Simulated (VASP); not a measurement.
Method: PBEsol GGA, VASP's PBE PAW potentials (set 64) (plane waves; VASP).

Input for VASP

POSCAR:
```
Se
1
    1.8902899821    -3.2740782744     0.0000000000
    1.8902899821     3.2740782744    -0.0000000000
    0.0000000000    -0.0000000000     5.1570091014
Se
3
Direct
  1.0000000000   0.2707603228   0.6666670000
  0.7292396772   0.7292396772   0.0000000000
  0.2707603228   1.0000000000   0.3333330000
```

### KPOINTS
```
Automatic mesh
0
Gamma
7 7 5
0 0 0
```

### INCAR
```
# general
SYSTEM  = Se
PREC    = Accurate
ENCUT   = 500
LREAL   = .FALSE.
LASPH   = .TRUE.   # aspherical one-centre terms

# electronic loop
EDIFF   = 1E-6
NELM    = 100   # most electronic steps
ALGO    = Normal   # blocked Davidson
LMAXMIX = 4   # l cut-off of mixed one-centre charges

# smearing
ISMEAR  = 0   # Gaussian
SIGMA   = 0.05

# functional
GGA     = PS   # PBEsol

# ions
IBRION  = 2   # conjugate gradients
NSW     = 40
ISIF    = 3
EDIFFG  = -0.02   # ionic stop
PSTRESS = 50

# output
LWAVE   = .FALSE.
LCHARG  = .FALSE.
```

POTCAR, in this order: Se (PBE.64 set). Program: vasp_std.

The resulting files:

OSZICAR:
```
       N       E                     dE             d eps       ncg     rms          rms(c)
DAV:   1     0.799453989691E+02    0.79945E+02   -0.74986E+03   832   0.114E+03
DAV:   2    -0.637802966689E+01   -0.86323E+02   -0.82786E+02  1128   0.181E+02
DAV:   3    -0.114575790990E+02   -0.50795E+01   -0.50440E+01   997   0.493E+01
DAV:   4    -0.114985632641E+02   -0.40984E-01   -0.40938E-01   942   0.519E+00
DAV:   5    -0.114988526392E+02   -0.28938E-03   -0.28932E-03  1012   0.415E-01    0.789E+00
DAV:   6    -0.114627917919E+02    0.36061E-01   -0.22815E-02   892   0.111E+00    0.482E+00
DAV:   7    -0.114504555149E+02    0.12336E-01   -0.42404E-02   877   0.150E+00    0.156E-01
DAV:   8    -0.114498436629E+02    0.61185E-03   -0.67554E-03   852   0.593E-01    0.982E-02
DAV:   9    -0.114498719775E+02   -0.28315E-04   -0.16459E-04  1022   0.103E-01    0.302E-02
DAV:  10    -0.114498706780E+02    0.12995E-05   -0.18576E-05   917   0.337E-02    0.526E-03
DAV:  11    -0.114498706286E+02    0.49411E-07   -0.46986E-06   897   0.148E-02
   1 F= -.94577997E+01 E0= -.94577997E+01  d E =-.945780E+01
```

File OUTCAR:
```
------------------------ aborting loop because EDIFF is reached ----------------------------------------
  FORCE on cell =-STRESS in cart. coord.  units (eV):
  Direction    XX          YY          ZZ          XY          YZ          ZX
  --------------------------------------------------------------------------------------
  Total        1.9940096      1.9940096      1.9394830      0.0000000      0.0000000      0.0000000
  in kB       50.0486584     50.0486579     48.6800668      0.0000000      0.0000000      0.0000000
  external PRESSURE =      -0.4075389 kB  Pullay stress =      50.0000000 kB
  volume of cell :       63.83
      direct lattice vectors                 reciprocal lattice vectors
     1.890289982 -3.274078274  0.000000000     0.264509681 -0.152714736  0.000000000
     1.890289982  3.274078274  0.000000000     0.264509681  0.152714736  0.000000000
     0.000000000  0.000000000  5.157009101     0.000000000  0.000000000  0.193910846
 POSITION                                       TOTAL-FORCE (eV/Angst)
 -----------------------------------------------------------------------------------
      0.51182      0.88649      3.43801        -0.003529     -0.006113     -0.000000
      2.75695      0.00000      0.00000         0.007059      0.000000     -0.000000
      0.51182     -0.88649      1.71900        -0.003529      0.006113      0.000000
 -----------------------------------------------------------------------------------
    total drift:                               -0.000243     -0.000426      0.000013
  FREE ENERGIE OF THE ION-ELECTRON SYSTEM (eV)
  ---------------------------------------------------
  free  energy   TOTEN  =       -11.4498706286 eV

  energy  without entropy=      -11.4498706286  energy(sigma->0) =      -11.44987063
  enthalpy is  TOTEN    =        -9.4577996606 eV   P V=        1.9920709681

 reached required accuracy - stopping structural energy minimisation
```
(Selected blocks of OUTCAR.)

Without a dispersion term in the relaxation, distances and binding between the weakly bound layers, chains or molecules are unreliable, and so is what depends on them.

The compound is Se in the trig structure. It was relaxed first under an external pressure of 5 GPa.
